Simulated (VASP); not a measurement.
Nb2SiO2: single point with PBE

Crystal: Nb2SiO2.

```
Nb Si O
1.0
    -1.72549    1.72549    5.36832
     3.45098   -3.45098   10.73664
     1.72549    1.72549   -5.36832
Nb Si O
4 2 4
Direct
  0.36627 0.18313 0.00000
  0.36627 0.68314 0.00000
  0.63373 0.31687 0.00000
  0.63373 0.81686 0.00000
  0.00000 0.00000 0.00000
  0.00000 0.50000 0.00000
  0.75000 0.12500 0.50000
  0.75000 0.62500 0.50000
  0.25000 0.37500 0.50000
  0.25000 0.87500 0.50000
```

The cell was built by a generator and needn't be a form met in nature.

```
Program                : VASP 6.6.1
Task                   : single point
Functional             : PBE
Potentials or basis    : VASP PAW PBE potentials, release 64 (Nb_sv, Si, O)
Cutoff                 : 520 eV
k mesh                 : 5 × 5 × 5
Occupations            : gaussian, width 0.15 eV
Spin                   : no spin polarisation
Further INCAR settings : PREC = Normal; LREAL = Auto; ALGO = Fast; EDIFF = 1e-05
```

```yaml
Pressure: 0.0 GPa
Largest_force: 0.045 eV/Å
Band_gap_on_the_k_mesh: none (metal or under the smearing width)
```

Forces in eV/Å, atoms in the order of the input:
```
Nb   0.002  0.000  0.032
Nb   0.002  0.000  0.032
Nb  -0.002  0.000 -0.032
Nb  -0.002  0.000 -0.032
Si   0.000  0.000  0.000
Si   0.000  0.000  0.000
O    0.003  0.000 -0.045
O    0.003  0.000 -0.045
O   -0.003  0.000  0.045
O   -0.003  0.000  0.045
```

Stress tensor (GPa, compression positive):
```
-0.65  0.00 -0.04
 0.00  0.30  0.00
-0.04  0.00  0.40
```

Levels at points of the mesh, in eV from the Fermi level:
| k point | band 39 | band 40 | band 41 | band 42 | band 43 | band 44 | band 45 | band 46 |
| --- | --- | --- | --- | --- | --- | --- | --- | --- |
| (0.00, 0.00, 0.00) | -0.22 | -0.12 | -0.07 | 0.02 | 0.02 | 0.24 | 0.48 | 1.04 |

Wall time 7.3 min on 4 MPI ranks on Intel(R) Xeon(R) Platinum 8488C (Sapphire Rapids), on a shared host, peak memory 0.39 GiB a rank.

Caveat: the k mesh is coarse (spacing up to 0.51 Å⁻¹), so the values aren't converged.
